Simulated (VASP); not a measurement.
```yaml
crystal:
  lattice:
    - [0.00000, 2.83517, 2.83517]
    - [2.83517, 0.00000, 2.83517]
    - [2.83517, 2.83517, 0.00000]
  atoms:
    - { symbol: Li, position: [0.77067, 0.75703, 0.72866] }
    - { symbol: Li, position: [0.23174, 0.23543, 0.25624] }
    - { symbol: S, position: [0.99759, 0.00754, 0.01510] }
```

The numbers are results of PBE0 hybrid, VASP's PBE PAW potentials (set 64) (plane waves; VASP), not measurements. Run with 400 eV cut-off, 7×7×7 Γ-centred mesh, Gaussian smearing of 0.010 eV, potentials Li_sv S.

At this cut-off the stress carries a Pulay error, which pulls relaxed volumes low.

Q: Give the force on each atom (eV/Å).

A: 
```json
[
 {"atom": "Li1", "Fx": "0.249", "Fy": "0.102", "Fz": "-0.330"},
 {"atom": "Li2", "Fx": "0.233", "Fy": "0.255", "Fz": "0.440"},
 {"atom": "S3", "Fx": "-0.482", "Fy": "-0.357", "Fz": "-0.110"}
]
```

Q: Give the stress tensor in GPa (positive for a compressed cell).

A: 
```
-1.79   1.07   0.21
 1.07  -1.66  -0.02
 0.21  -0.02  -1.38
```
The pressure is its mean diagonal, -1.61 GPa.

The structure comes from a computed database's Li2S entry; how it stands against other phases isn't given here. The cell was not relaxed at this level, atoms are displaced from their ideal sites.
